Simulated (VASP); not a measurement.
The system is BPd4.

```xyz
5
Lattice="2.8920 0.0000 0.0000 0.0000 4.3650 0.0000 0.0000 0.0000 5.8563" Properties=species:S:1:pos:R:3 pbc="T T T"
Pd    1.4460    0.0000    1.1571
Pd    0.0000    0.0000    3.6278
Pd    0.0000    2.1825    1.9277
Pd    1.4460    2.1825    5.0807
B     1.4460    0.0000    5.0553
```

The cell comes from a database or a generator and needn't be the stable form of this composition.

* Program: VASP 6.6.1
* Task: single point
* Functional: PBEsol
* Potentials or basis: VASP PAW PBE potentials, release 64 (Pd, B)
* Cutoff: 520 eV
* k mesh: 9 × 6 × 5
* Occupations: fermi-dirac, width 0.05 eV
* Spin: no spin polarisation

On this cell: pressure -8.5 GPa; largest force 0.138 eV/Å; band gap on the k mesh none (metal or under the smearing width).

The same run follows on a disturbed copy (atoms moved at random, drawn with an rms of 0.05 Å):

```
Pd B
1.0
     2.89203    0.00000    0.00000
     0.00000    4.36501    0.00000
     0.00000    0.00000    5.85632
Pd B
4 1
Direct
  0.49979 0.99867 0.19797
  0.00724 0.98371 0.60567
  0.00089 0.51860 0.32294
  0.50202 0.50343 0.86453
  0.49726 0.99461 0.86533
```

Q: What changes?

A: The energy (extrapolated to zero smearing) moves by +24.4 meV/atom; pressure -8.5 GPa; largest force 1.291 eV/Å; band gap on the k mesh none (metal or under the smearing width).

Forces on the atoms (eV/Å):
```
Pd   0.030  0.705 -0.322
Pd  -0.103  0.610  1.134
Pd  -0.020 -1.136 -0.183
Pd   0.014 -0.316  0.112
B    0.079  0.136 -0.741
```

Stress tensor (GPa, compression positive):
```
-10.26   0.02   0.31
  0.02  -7.06   0.37
  0.31   0.37  -8.10
```

Caveats: the PAW data sets were made with another functional, which shifts forces and pressure a little.
